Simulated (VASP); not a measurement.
Data:

```yaml
crystal:
  lattice:
    - [0.00000, 2.94711, 2.94711]
    - [2.94711, 0.00000, 2.94711]
    - [2.94711, 2.94711, 0.00000]
  atoms:
    - { symbol: Al, position: [0.25000, 0.25000, 0.25000] }
    - { symbol: Al, position: [0.75000, 0.75000, 0.75000] }
    - { symbol: Pt, position: [0.00000, 0.00000, 0.00000] }
```

The numbers are results of MS2 meta-GGA, VASP's PBE PAW potentials (set 64) (plane waves; VASP), not measurements. Run with 520 eV cut-off, 8×8×8 Γ-centred mesh, first-order Methfessel-Paxton smearing of 0.10 eV, potentials Al Pt.

Unless said otherwise, spin-orbit coupling is left out, though it shifts the bands of the heavy elements here.

**Question.** Estimate the energy per atom (σ→0), band gap (on the k-mesh) with the smallest direct gap where there is one.

**Answer.** 
```
Property                                                    Result
------------------------  ----------------------------------------
band gap (on the k-mesh)  none (metal, semimetal or under 0.01 eV)
energy per atom (σ→0)                               -1.914 eV/atom
```

Only differences to runs with the same potentials and settings are physical.

The compound is PtAl2 in the fluorite structure. It was relaxed first. The start is the result of an earlier pass.
